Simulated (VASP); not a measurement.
# SiC₃N₃H: harmonic vibrations of a molecule

SiC₃N₃H, molecule in box, 8 atoms in the cell. PBE, harmonic vibrations; PAW potentials N, C, Si, H (PBE set).

## Input

INCAR.step1:
```
SYSTEM = SiHC3N3
ALGO = Normal
EDIFF = 1E-8
EDIFFG = -0.005
ENCUT = 400
IBRION = 2
ISIF = 2
ISMEAR = 0
ISYM = 0
LASPH = .TRUE.
LCHARG = .FALSE.
LREAL = .FALSE.
LWAVE = .FALSE.
NELM = 100
NSW = 150
POTIM = 0.5
PREC = Accurate
SIGMA = 0.01
```

INCAR.step2, as INCAR.step1 but for:
```
- EDIFFG = -0.005
- IBRION = 2
- ISIF = 2
- NSW = 150
- POTIM = 0.5
+ IBRION = 5
+ NFREE = 2
+ NSW = 1
+ POTIM = 0.015
```

KPOINTS:
```
k-points
0
Gamma
  1 1 1
```

POSCAR.step1:
```
SiHC3N3
1.0
   13.0000000000      0.0000000000      0.0000000000
    0.0000000000     13.0000000000      0.0000000000
    0.0000000000      0.0000000000     13.0000000000
N C Si H
3 3 1 1
Direct
    0.6505115400      0.3488307700      0.5275769200
    0.3514884600      0.4834846200      0.3497384600
    0.4795038500      0.6544000000      0.6554923100
    0.5723115400      0.3890923100      0.5376461500
    0.3894961500      0.4715461500      0.4288000000
    0.4676423100      0.5760769200      0.6159615400
    0.4469115400      0.4505461500      0.5556384600
    0.3796576900      0.3860692300      0.6196846200
```

Commands (each step's output is kept before the next begins):
```
cat potpaw_PBE.64/N/POTCAR potpaw_PBE.64/C/POTCAR potpaw_PBE.64/Si/POTCAR potpaw_PBE.64/H/POTCAR > POTCAR
cp INCAR.step1 INCAR
cp POSCAR.step1 POSCAR
mpirun -np 8 vasp_gam > vasp.out
cp CONTCAR POSCAR
cp INCAR.step2 INCAR
mpirun -np 8 vasp_gam > vasp.out
```

## Result

- Vibrations (cm⁻¹; a negative value is imaginary): 2257, 2246, 2246, 2245, 773, 772, 642, 642, 550, 405, 384, 383, 245, 245, 244, 112, 89, 88
- Zero-point energy (eV): 0.903
- Translations and rotations, which should read zero (cm⁻¹): -15, -10, -3, 1, 6, 13
- Vibrational entropy at 298 K (meV/K): 0.897
- Displaced cells: 48
- Ionic steps, all stages: 102
- Electronic steps, all stages: 1617

VASP 6.6.1 took 2186 s on 8 cores (Intel Xeon Platinum 8488C (Sapphire Rapids)), a shared host.
